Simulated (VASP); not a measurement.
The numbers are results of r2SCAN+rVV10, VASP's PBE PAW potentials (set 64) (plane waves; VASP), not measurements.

VASP ran on this input.

KPOINTS:
```
Automatic mesh
0
Gamma
7 7 7
0 0 0
```

INCAR:
```
# general
SYSTEM   = InSb
PREC     = Accurate
ENCUT    = 520   # plane-wave cut-off (eV)
LREAL    = .FALSE.   # projection in real space or not
LASPH    = .TRUE.   # aspherical one-centre terms

# electronic loop
EDIFF    = 1E-7   # SCF stop (eV)
NELM     = 100   # most electronic steps
ALGO     = Normal
LMAXMIX  = 4   # l cut-off of mixed one-centre charges
LMIXTAU  = .TRUE.

# smearing
ISMEAR   = 0   # Gaussian
SIGMA    = 0.05

# functional
METAGGA  = R2SCAN
LUSE_VDW = .TRUE.
BPARAM   = 11.95
CPARAM   = 0.0093

# ions
ISIF     = 2   # forces and stress, cell fixed

# output
LWAVE    = .FALSE.
LCHARG   = .FALSE.
```

**POSCAR**
```
InSb
1
    0.0000000000     3.3278953802     3.3278953802
    3.3278953802     0.0000000000     3.3278953802
    3.3278953802     3.3278953802     0.0000000000
In Sb
1 1
Direct
  0.0000000000   0.0000000000   0.0000000000
  0.2500000000   0.2500000000   0.2500000000
```

POTCAR, in this order: In_d Sb (PBE.64 set). Program: vasp_std.

Output of the run:

**OSZICAR**
```
       N       E                     dE             d eps       ncg     rms          rms(c)
DAV:   1     0.707200658784E+02    0.70720E+02   -0.79555E+03   520   0.136E+03
DAV:   2    -0.433431465872E+02   -0.11406E+03   -0.11164E+03   550   0.312E+02
DAV:   3    -0.510357271294E+02   -0.76926E+01   -0.76523E+01   680   0.896E+01
DAV:   4    -0.512501435463E+02   -0.21442E+00   -0.21432E+00   610   0.179E+01
DAV:   5    -0.512613956214E+02   -0.11252E-01   -0.11252E-01   813   0.327E+00    0.482E+00
DAV:   6    -0.482468635683E+02    0.30145E+01   -0.16969E+00   605   0.283E+01    0.262E+00
DAV:   7    -0.480165105365E+02    0.23035E+00   -0.48354E-01   545   0.100E+01    0.133E+00
DAV:   8    -0.482349299208E+02   -0.21842E+00   -0.39171E-01   540   0.660E+00    0.989E-01
DAV:   9    -0.481046066686E+02    0.13032E+00   -0.47406E-02   535   0.295E+00    0.677E-01
DAV:  10    -0.481203820115E+02   -0.15775E-01   -0.87995E-03   550   0.107E+00    0.103E+00
DAV:  11    -0.481293981997E+02   -0.90162E-02   -0.31414E-02   535   0.168E+00    0.445E-01
DAV:  12    -0.481317701322E+02   -0.23719E-02   -0.74091E-03   605   0.600E-01    0.294E-01
DAV:  13    -0.481324650632E+02   -0.69493E-03   -0.60431E-04   550   0.213E-01    0.356E-01
DAV:  14    -0.481319355098E+02    0.52955E-03   -0.33817E-04   530   0.148E-01    0.390E-01
DAV:  15    -0.481311719684E+02    0.76354E-03   -0.48951E-04   550   0.165E-01    0.648E-01
DAV:  16    -0.481285023137E+02    0.26697E-02   -0.22596E-03   525   0.534E-01    0.204E+00
DAV:  17    -0.481315248478E+02   -0.30225E-02   -0.31867E-03   525   0.745E-01    0.672E-01
DAV:  18    -0.481322015081E+02   -0.67666E-03   -0.18960E-03   555   0.472E-01    0.908E-02
DAV:  19    -0.481321784183E+02    0.23090E-04   -0.98970E-05   625   0.108E-01    0.325E-02
DAV:  20    -0.481322645016E+02   -0.86083E-04   -0.13691E-04   520   0.136E-01    0.448E-02
DAV:  21    -0.481322684348E+02   -0.39332E-05   -0.25721E-05   545   0.679E-02    0.348E-02
DAV:  22    -0.481322723829E+02   -0.39481E-05   -0.27402E-06   540   0.236E-02    0.252E-02
DAV:  23    -0.481322725367E+02   -0.15374E-06   -0.19320E-06   540   0.143E-02    0.568E-03
DAV:  24    -0.481322725909E+02   -0.54203E-07   -0.15297E-07   470   0.476E-03
   1 F= -.48132273E+02 E0= -.48132160E+02  d E =-.224872E-03
```

File OUTCAR:
```
------------------------ aborting loop because EDIFF is reached ----------------------------------------
  FORCE on cell =-STRESS in cart. coord.  units (eV):
  Direction    XX          YY          ZZ          XY          YZ          ZX
  --------------------------------------------------------------------------------------
  Total       -1.0488610     -1.0488610     -1.0488610      0.0000000      0.0000000      0.0000000
  in kB      -22.7976217    -22.7976217    -22.7976217      0.0000000      0.0000000      0.0000000
  external PRESSURE =     -22.7976217 kB  Pullay stress =       0.0000000 kB
  volume of cell :       73.71
      direct lattice vectors                 reciprocal lattice vectors
     0.000000000  3.327895380  3.327895380    -0.150245108  0.150245108  0.150245108
     3.327895380  0.000000000  3.327895380     0.150245108 -0.150245108  0.150245108
     3.327895380  3.327895380  0.000000000     0.150245108  0.150245108 -0.150245108
  FREE ENERGIE OF THE ION-ELECTRON SYSTEM (eV)
  ---------------------------------------------------
  free  energy   TOTEN  =       -48.1322725909 eV

  energy  without entropy=      -48.1320477187  energy(sigma->0) =      -48.13216015
```
(Selected blocks of OUTCAR.)

The compound is InSb in the zinc blende structure. This cell is one point of a volume scan, at 1.06 of the reference volume.
